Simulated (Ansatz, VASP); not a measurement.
**SrLiH3 in two plane-wave programs**

Aim: how closely do two programs agree when they are given the same cell, functional and k mesh? The cell is generated by rule, not measured, and may not be a known phase. The cell is taken from a series of runs on this material, whose earlier steps may have relaxed, scaled, displaced or heated it; both programs get it as it stands.

Method: plane waves, with VASP 6.6.1 beside it; relaxation of cell and atoms at PBEsol, in Ansatz 0.2.0.

The structure was built from a prototype and need not be the compound's stable phase.

## 1. The starting structure

It takes space group Pm-3m (No. 221, cubic). The conventional cell has a = 3.752 Å, b = 3.752 Å, c = 3.752 Å, α = 90.00°, β = 90.00°, γ = 90.00°. Li has 6 H at 1.88 Å nearest. Sr has 12 H at 2.65 Å nearest. H has 2 Li at 1.88 Å and 8 H at 2.65 Å and 4 Sr at 2.65 Å nearest. Farther neighbours are not listed.

Structure file:

```
Li Sr H
1.0
     3.75201    0.00000    0.00000
     0.00000    3.75201    0.00000
     0.00000    0.00000    3.75201
Li Sr H
1 1 3
Direct
  0.00000 0.00000 0.00000
  0.50000 0.50000 0.50000
  0.00000 0.50000 0.00000
  0.00000 0.00000 0.50000
  0.50000 0.00000 0.00000
```

## 2. VASP: relaxation of cell and atoms, PBEsol

The relaxed volume is the usual yardstick between codes: in a stiff, nearly cubic crystal its relative difference is about their pressure difference at one cell divided by the bulk modulus.

Lines of VASP's logs that name or quote its potential files are left out, and so is its time.

INCAR

```
SYSTEM = SrLiH3
PREC = Accurate
ENCUT = 750
EDIFF = 1E-07
NELM = 120
ISMEAR = 0
SIGMA = 0.01
LREAL = .FALSE.
ALGO = Normal
GGA = PS
NBANDS = 14
LORBIT = 11
LWAVE = .FALSE.
LCHARG = .FALSE.
ISIF = 3
IBRION = 2
NSW = 80
EDIFFG = -0.005
LASPH = .TRUE.
GGA_COMPAT = .FALSE.
NELMIN = 4
EFERMI = MIDGAP
KPAR = 2
```

POSCAR

```
SrLiH3
1.0
    3.7520080000      0.0000000000      0.0000000000
    0.0000000000      3.7520080000      0.0000000000
    0.0000000000      0.0000000000      3.7520080000
Li Sr H
1 1 3
Direct
    0.0000000000      0.0000000000      0.0000000000
    0.5000000000      0.5000000000      0.5000000000
    0.0000000000      0.5000000000      0.0000000000
    0.0000000000      0.0000000000      0.5000000000
    0.5000000000      0.0000000000      0.0000000000
```

KPOINTS

```
Automatic mesh
0
Gamma
6 6 6
0 0 0
```

PAW data sets: Li_sv, Sr_sv and H (PBE family, release 64).

Launch:

```bash
mpirun -np 2 vasp_std
```

Numbers of over 12 decimals in the logs are rounded to 6 here.

Log:

```text
[banner, memory and clock lines left out]
running    2 mpi-ranks, on    1 nodes
 distrk:  each k-point on    1 cores,    2 groups
 distr:  one band on    1 cores,    1 groups

 POSCAR found type information on POSCAR LiSrH
 POSCAR found :  3 types and       5 ions
|                                                                             |
|               ----> ADVICE to this user running VASP <----                  |
|                                                                             |
|     You enforced a specific xc type in the INCAR file but a different       |
|     [... a line on the potential file left out ...]
|     I HOPE YOU KNOW WHAT YOU ARE DOING!                                     |
|                                                                             |

 LDA part: xc-table for (Slater+PW92), standard interpolation
 POSCAR, INCAR and KPOINTS ok, starting setup
 FFT: planning ... GRIDC
 FFT: planning ... GRID_SOFT
 FFT: planning ... GRID
 WAVECAR not read
 entering main loop
       N       E                     dE             d eps       ncg     rms          rms(c)
DAV:   1     0.708284098451E+02    0.70828E+02   -0.82391E+03   560   0.137E+03
DAV:   2    -0.122500609723E+02   -0.83078E+02   -0.79221E+02   734   0.249E+02
DAV:   3    -0.173187227980E+02   -0.50687E+01   -0.50470E+01   996   0.500E+01
DAV:   4    -0.174182595310E+02   -0.99537E-01   -0.99515E-01   688   0.685E+00
DAV:   5    -0.174210834471E+02   -0.28239E-02   -0.28239E-02   872   0.740E-01    0.154E+01
DAV:   6    -0.166512462677E+02    0.76984E+00   -0.42503E-01   680   0.409E+00    0.104E+01
DAV:   7    -0.164363805707E+02    0.21487E+00   -0.81830E-01   724   0.556E+00    0.312E+00
DAV:   8    -0.164319765004E+02    0.44041E-02   -0.13447E-01   686   0.227E+00    0.662E-01
DAV:   9    -0.164295009166E+02    0.24756E-02   -0.89427E-03   710   0.642E-01    0.735E-01
DAV:  10    -0.164293503945E+02    0.15052E-03   -0.90437E-04   728   0.226E-01    0.309E-01
DAV:  11    -0.164291678970E+02    0.18250E-03   -0.43869E-04   698   0.127E-01    0.175E-02
DAV:  12    -0.164291706501E+02   -0.27530E-05   -0.32232E-05   686   0.326E-02    0.314E-02
DAV:  13    -0.164291706943E+02   -0.44241E-07   -0.57060E-07   772   0.372E-03
   1 F= -.16429171E+02 E0= -.16429171E+02  d E =-.164292E+02
 curvature:   0.00 expect dE= 0.000E+00 dE for cont linesearch  0.000E+00
 trial: gam= 0.00000 g(F)=  0.000E+00 g(S)=  0.683E-04 ort = 0.000E+00 (trialstep = 0.100E+01)
 search vector abs. value=  0.683E-04
 bond charge predicted
       N       E                     dE             d eps       ncg     rms          rms(c)
DAV:   1    -0.164293415073E+02   -0.17086E-03   -0.29382E-03   686   0.409E-01    0.111E-01
DAV:   2    -0.164292679692E+02    0.73538E-04   -0.30259E-04   744   0.129E-01    0.453E-02
DAV:   3    -0.164292347915E+02    0.33178E-04   -0.70254E-05   952   0.530E-02    0.405E-02
DAV:   4    -0.164292348488E+02   -0.57289E-07   -0.48571E-06   918   0.122E-02    0.165E-02
DAV:   5    -0.164292343555E+02    0.49329E-06   -0.10501E-05   870   0.167E-02    0.368E-03
DAV:   6    -0.164292341495E+02    0.20599E-06   -0.10089E-07   626   0.298E-03    0.130E-03
DAV:   7    -0.164292340538E+02    0.95733E-07   -0.15178E-08   346   0.116E-03
   2 F= -.16429234E+02 E0= -.16429234E+02  d E =-.633595E-04
 trial-energy change:   -0.000063  1 .order   -0.000059   -0.000068   -0.000049
 step:   3.5800(harm=  3.5800)  dis= 0.00000  next Energy=   -16.429293 (dE=-0.122E-03)
 bond charge predicted
       N       E                     dE             d eps       ncg     rms          rms(c)
DAV:   1    -0.164299740557E+02   -0.73991E-03   -0.18817E-02   680   0.103E+00    0.252E-01
DAV:   2    -0.164294836915E+02    0.49036E-03   -0.20270E-03   738   0.333E-01    0.123E-01
DAV:   3    -0.164292623820E+02    0.22131E-03   -0.42831E-04   952   0.132E-01    0.114E-01
DAV:   4    -0.164292629951E+02   -0.61304E-06   -0.36357E-05   914   0.324E-02    0.466E-02
DAV:   5    -0.164292611186E+02    0.18764E-05   -0.74274E-05   876   0.444E-02    0.919E-03
DAV:   6    -0.164292608998E+02    0.21879E-06   -0.69188E-07   674   0.773E-03    0.342E-03
DAV:   7    -0.164292605955E+02    0.30432E-06   -0.77120E-08   478   0.267E-03    0.820E-04
DAV:   8    -0.164292606061E+02   -0.10635E-07   -0.12922E-08   304   0.987E-04
   3 F= -.16429261E+02 E0= -.16429261E+02  d E =-.899118E-04
 curvature:  -1.79 expect dE=-0.217E-04 dE for cont linesearch -0.217E-04
 trial: gam= 0.00000 g(F)=  0.268E-67 g(S)=  0.121E-04 ort =-0.287E-04 (trialstep = 0.152E+01)
 search vector abs. value=  0.121E-04
 reached required accuracy - stopping structural energy minimisation
```

Parts of OUTCAR (step 2):

```text
ion  position               nearest neighbor table
   1  0.000  0.000  0.000-   2 3.25   2 3.25   2 3.25   2 3.25   2 3.25   2 3.25   2 3.25   2 3.25

  LATTYP: Found a simple cubic cell.
 ALAT       =     3.7520080000

 Subroutine GETGRP returns: Found 48 space group operations
 (whereof 48 operations were pure point group operations)

The static configuration has the point symmetry O_h .

 Found     20 irreducible k-points:

   k-points           NKPTS =     20   k-points in BZ     NKDIM =     20   number of bands    NBANDS=     14

   dimension x,y,z NGX =    36 NGY =   36 NGZ =   36
   dimension x,y,z NGXF=    72 NGYF=   72 NGZF=   72

   ENCUT  =  750.0 eV  55.12 Ry    7.42 a.u.   8.38  8.38  8.38*2*pi/ulx,y,z

   NELECT =      16.0000    total number of electrons

 k-points in reciprocal lattice and weights: Automatic mesh
   0.00000000  0.00000000  0.00000000       0.005
   0.16666667  0.00000000  0.00000000       0.028
   0.33333333  0.00000000  0.00000000       0.028
   0.50000000  0.00000000  0.00000000       0.014
   0.16666667  0.16666667  0.00000000       0.056
   0.33333333  0.16666667  0.00000000       0.111
   0.50000000  0.16666667  0.00000000       0.056
   0.33333333  0.33333333  0.00000000       0.056
   0.50000000  0.33333333  0.00000000       0.056
[...]
0.50000000  0.50000000  0.33333333       0.028
   0.50000000  0.50000000  0.50000000       0.005

 average (electrostatic) potential at core
       1 -61.4143       2 -38.4691       3 -32.5674       4 -32.5674       5 -32.5674

 E-fermi :   2.5157

 k-point     1 :       0.0000    0.0000    0.0000
  band No.  band energies     occupation
    ...
      4     -14.6615      2.00000
      5     -14.6615      2.00000
      6      -4.4709      2.00000
      7       0.4084      2.00000
      8       0.4084      2.00000
      9       7.1890      0.00000
     10       7.1890      0.00000
     11       7.1890      0.00000
     12       7.8258      0.00000
     13       7.8258      0.00000
    ...

 k-point     2 :       0.1667    0.0000    0.0000
  band No.  band energies     occupation
    ...
      4     -14.6512      2.00000
      5     -14.6512      2.00000
      6      -4.1517      2.00000
      7       0.0314      2.00000
      8       0.6352      2.00000
      9       6.3702      0.00000
     10       6.3702      0.00000
     11       6.8872      0.00000
     12       7.1741      0.00000
     13       8.6044      0.00000
    ...

 k-point     3 :       0.3333    0.0000    0.0000
  band No.  band energies     occupation
    ...
      4     -14.6306      2.00000
      5     -14.6306      2.00000
      6      -3.3245      2.00000
      7      -0.9481      2.00000
      8       1.2405      2.00000
      9       5.2547      0.00000
     10       5.4663      0.00000
     11       5.4663      0.00000
     12       8.3678      0.00000
     13       8.7725      0.00000
    ...

  Total       -0.0204440     -0.0204440     -0.0204440      0.0000000      0.0000000      0.0000000
  in kB       -0.6170222     -0.6170222     -0.6170222      0.0000000      0.0000000      0.0000000
  external PRESSURE =      -0.6170222 kB  Pullay stress =       0.0000000 kB

  energy-cutoff  :      750.00
  volume of cell :       53.09
      direct lattice vectors                 reciprocal lattice vectors
     3.758304445 -0.000000000 -0.000000000     0.266077433  0.000000000 -0.000000000
     0.000000000  3.758304445  0.000000000     0.000000000  0.266077433 -0.000000000
     0.000000000  0.000000000  3.758304445     0.000000000 -0.000000000  0.266077433

 POSITION                                       TOTAL-FORCE (eV/Angst)
 -----------------------------------------------------------------------------------
      0.00000      0.00000      0.00000        -0.000000     -0.000000      0.000000
      1.87915      1.87915      1.87915         0.000000      0.000000      0.000000
      0.00000      1.87915      0.00000        -0.000000     -0.000000      0.000000
      0.00000      0.00000      1.87915        -0.000000     -0.000000      0.000000
      1.87915     -0.00000     -0.00000        -0.000000     -0.000000      0.000000
 -----------------------------------------------------------------------------------
    total drift:                                0.000000      0.000000      0.000000

  FREE ENERGIE OF THE ION-ELECTRON SYSTEM (eV)
  ---------------------------------------------------
  free  energy   TOTEN  =       -16.4292606061 eV

  energy  without entropy=      -16.4292606061  energy(sigma->0) =      -16.42926061

 reached required accuracy - stopping structural energy minimisation

 total charge
# of ion       s       p       d       tot
------------------------------------------
    1        2.031   0.090   0.000   2.122
    2        2.005   5.751   0.232   7.987
    3        0.523   0.002   0.000   0.525
    4        0.523   0.002   0.000   0.525
    5        0.523   0.002   0.000   0.525
--------------------------------------------------
tot          5.605   5.847   0.232  11.684

[... 3 further parts left out ...]
```

(Continued in part 2 of 2.)

[Lines on the potential files, build, host, timing and source positions are cut from VASP's logs without a mark.]

[Logs are printed without paths, hosts, clocks, repeated set-up lines and the standing remarks that a program may print on its own settings, such as how far it seeks lower states.]

[Hosts, paths, dates, database ids (printed as entryN), source tags and the programs' standing remarks are cut or masked in the printed files.]
